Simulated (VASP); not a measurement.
Output of a VASP run:

**OSZICAR**
```
       N       E                     dE             d eps       ncg     rms          rms(c)
DAV:   1     0.851526523596E+02    0.85153E+02   -0.92193E+03   528   0.198E+03
DAV:   2    -0.181116242374E+01   -0.86964E+02   -0.83508E+02   565   0.333E+02
DAV:   3    -0.855160304123E+01   -0.67404E+01   -0.67034E+01   645   0.778E+01
DAV:   4    -0.867928299223E+01   -0.12768E+00   -0.12761E+00   643   0.117E+01
DAV:   5    -0.868228613981E+01   -0.30031E-02   -0.30030E-02   648   0.144E+00    0.461E+00
DAV:   6    -0.846642073476E+01    0.21587E+00   -0.44223E-01   796   0.117E+01    0.307E+00
DAV:   7    -0.845183237896E+01    0.14588E-01   -0.11272E-01   653   0.242E+00    0.119E+00
DAV:   8    -0.845584538758E+01   -0.40130E-02   -0.16774E-02   605   0.186E+00    0.161E-01
DAV:   9    -0.845689623287E+01   -0.10508E-02   -0.22099E-03   630   0.717E-01    0.127E-01
DAV:  10    -0.845706365919E+01   -0.16743E-03   -0.19522E-04   641   0.148E-01    0.707E-02
DAV:  11    -0.845728837379E+01   -0.22471E-03   -0.50177E-04   545   0.187E-01    0.139E-02
DAV:  12    -0.845728719134E+01    0.11824E-05   -0.11104E-05   653   0.497E-02    0.346E-03
DAV:  13    -0.845728885080E+01   -0.16595E-05   -0.51805E-06   585   0.218E-02    0.374E-03
DAV:  14    -0.845728881787E+01    0.32923E-07   -0.33718E-07   410   0.644E-03
   1 F= -.84572888E+01 E0= -.84572888E+01  d E =-.845729E+01
```

### OUTCAR
```
------------------------ aborting loop because EDIFF is reached ----------------------------------------
  FORCE on cell =-STRESS in cart. coord.  units (eV):
  Direction    XX          YY          ZZ          XY          YZ          ZX
  --------------------------------------------------------------------------------------
  Total        0.0018895      0.0018895      0.0018895     -0.0000000      0.0000000     -0.0000000
  in kB        0.0707056      0.0707056      0.0707056     -0.0000000      0.0000000     -0.0000000
  external PRESSURE =       0.0707056 kB  Pullay stress =       0.0000000 kB
  volume of cell :       42.82
      direct lattice vectors                 reciprocal lattice vectors
     0.000000000  2.776689211  2.776689211    -0.180070567  0.180070567  0.180070567
     2.776689211  0.000000000  2.776689211     0.180070567 -0.180070567  0.180070567
     2.776689211  2.776689211  0.000000000     0.180070567  0.180070567 -0.180070567
  FREE ENERGIE OF THE ION-ELECTRON SYSTEM (eV)
  ---------------------------------------------------
  free  energy   TOTEN  =        -8.4572888179 eV

  energy  without entropy=       -8.4572888179  energy(sigma->0) =       -8.45728882

 reached required accuracy - stopping structural energy minimisation
```
(Selected blocks of OUTCAR.)

**POSCAR**
```
GaP
1
   -0.0000000000     2.7766892109     2.7766892109
    2.7766892109    -0.0000000000     2.7766892109
    2.7766892109     2.7766892109    -0.0000000000
Ga P
1 1
Direct
  0.0000000000   0.0000000000   0.0000000000
  0.2500000000   0.2500000000   0.2500000000
```

Reconstruct the remaining input files.

This is not unique; one that fits is the input of the run itself, RPBE GGA, plane waves, VASP's PBE PAW potentials (set 64).

**KPOINTS**
```
kpoints
0
gamma
7 7 7
0 0 0
```

**INCAR**
```
SYSTEM = GaP
PREC = Accurate
ENCUT = 520
EDIFF = 1E-6
NELM = 100
ALGO = Normal
LREAL = .FALSE.
LASPH = .TRUE.
ISMEAR = 0
SIGMA = 0.05
GGA = RP
LMAXMIX = 4
LWAVE = .FALSE.
LCHARG = .FALSE.
IBRION = 2
ISIF = 3
NSW = 60
EDIFFG = -0.01
```

POTCAR, in this order: Ga_d P (PBE.64 set). Program: vasp_std.

The compound is GaP in the zinc blende structure. It was relaxed first, which changed the volume by +6 %. The start is the result of an earlier pass.
